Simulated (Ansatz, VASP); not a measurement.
# LiAlO: VASP beside Ansatz

Contents of INCAR:

```
SYSTEM = LiAlO
PREC = Accurate ; ENCUT = 600
EDIFF = 1E-7 ; ISMEAR = 0
SIGMA = 0.1 ; LREAL = .False.
LASPH = .True. ; NELM = 80
ALGO = Normal ; ISIF = 3
LWAVE = .False. ; LCHARG = .False.
GGA = PE ; IBRION = 2
NSW = 90 ; EDIFFG = -0.04
```

File KPOINTS:

```
Automatic mesh
0
Gamma
  6 6 4
  0 0 0
```

The input POSCAR:

```
LiAlO
1.0
    3.1177477640      0.0000000000      0.0000000000
    0.0000000000      3.1177477640      0.0000000000
    0.0000000000      0.0000000000      6.9220215172
Li Al O
2 2 2
Direct
    0.0000000000      0.0000000000      0.0000000000
    0.5000000000      0.5000000000      0.0000000000
    0.5000000000      0.0000000000      0.6625183954
    0.0000000000      0.5000000000      0.3374816046
    0.5000000000      0.0000000000      0.3926944136
    0.0000000000      0.5000000000      0.6073055864
```

Input for Ansatz:

```yaml
crystal:
  lattice:
    - [3.117747764, 0.0, 0.0]
    - [0.0, 3.117747764, 0.0]
    - [0.0, 0.0, 6.9220215172]
  atoms:
    - { symbol: Li, position: [0.0, 0.0, 0.0] }
    - { symbol: Li, position: [0.5, 0.5, 0.0] }
    - { symbol: Al, position: [0.5, 0.0, 0.6625183954] }
    - { symbol: Al, position: [0.0, 0.5, 0.3374816046] }
    - { symbol: O, position: [0.5, 0.0, 0.3926944136] }
    - { symbol: O, position: [0.0, 0.5, 0.6073055864] }
basis:
  ecutwfc: 420
kpoints:
  mp_grid: { grid: [6, 6, 4] }
hamiltonian:
  xc: pbe
scf:
  occupations: { method: gaussian, width: 0.1 }
  lower_state_search: "off"
output:
  forces: true
  stress: true
  eigenvalues: true
relax:
  adjacent_minimum: "off"
  f_tol: 0.04
  max_steps: 70
  cell: { stress_tol: 0.4 }
```

Alike in both runs: task relaxation of cell and atoms; functional PBE; k mesh 6 × 6 × 4; occupations gaussian, width 0.1 eV; no spin polarisation.

|  | VASP | Ansatz |
| --- | --- | --- |
| version | VASP 6.6.1 | Ansatz 0.2.0 |
| potentials or method | VASP PAW PBE potentials, release 64 (Li_sv, Al, O) | scalar-relativistic, plane waves, PAW |
| plane-wave cutoff (eV) | 600 | 420 |
| valence electrons in the cell | 24 | 24 |

|  | VASP | Ansatz | Ansatz less VASP |
| --- | --- | --- | --- |
| gap on the k mesh at the Fermi level, each at its own relaxed structure (eV) | 1.71 | 1.70 | -0.007 |
| relaxed volume (Å³/atom) | 11.21 | 11.21 | 0.000 |
| relaxed cell length with the largest relative difference (Å) | 3.118 | 3.118 | 0.0000 |

Caveats: the cutoff is under 1.25 times the usual one of these potentials, so pressure, stress and relaxed cells hold a basis-set (Pulay) error (VASP); the relaxation stopped at its first step, so nothing moved. A k mesh can miss the band edges.
